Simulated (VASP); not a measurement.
Data:

```
CELL_PARAMETERS angstrom
      0.00000     2.43398     2.43398
      2.43398     0.00000     2.43398
      2.43398     2.43398     0.00000
ATOMIC_POSITIONS crystal
  Gd 0.00000 0.00000 0.00000
  N  0.50000 0.50000 0.50000
```
Starting moments (μB, in the order of the record's atoms Gd N): 7.0 0.0.

The numbers are results of PBE GGA, VASP's PBE PAW potentials (set 64) (plane waves; VASP 6.6.1), not measurements. Settings: 400 eV cut-off, 6×6×6 Γ-centred mesh, Fermi-Dirac smearing of 0.010 eV, potentials Gd N.

At this cut-off the stress carries a Pulay error, which pulls relaxed volumes low. Energy and stress use the plane-wave basis of the starting cell. The moments were started parallel, and other spin orders were not tried in this run.

### Question
The ions, cell shape and volume are relaxed. Which structure does the run end with?

### Answer

```
CELL_PARAMETERS angstrom
      0.00000     2.47266     2.47266
      2.47266     0.00000     2.47266
      2.47266     2.47266     0.00000
ATOMIC_POSITIONS crystal
  Gd 0.00000 0.00000 0.00000
  N  0.50000 0.50000 0.50000
```
Space group Fm-3m (225), at a tolerance of 0.03 Å. The cell ends with 7.00 μB, on the sites 6.80 -0.08 μB.

### Question
How do energy and volume change from the first to the last step?

### Answer
The energy (σ→0) changes by -19.5 meV/atom and the volume by +4.8 %, in 5 ionic steps.

The structure is a typed GdN crystal (Fm-3m). This run relaxes it. Symmetry was kept, so distortions that lower it aren't found. The k-mesh is coarse (spacing up to 0.37 per Å, 2π included), so the numbers may not be converged in it. The run is one of a series of settings (EDIFFG = -0.01, IBRION = 2, ISIF = 3, NSW = 50 against the base run), some of them coarse on purpose.
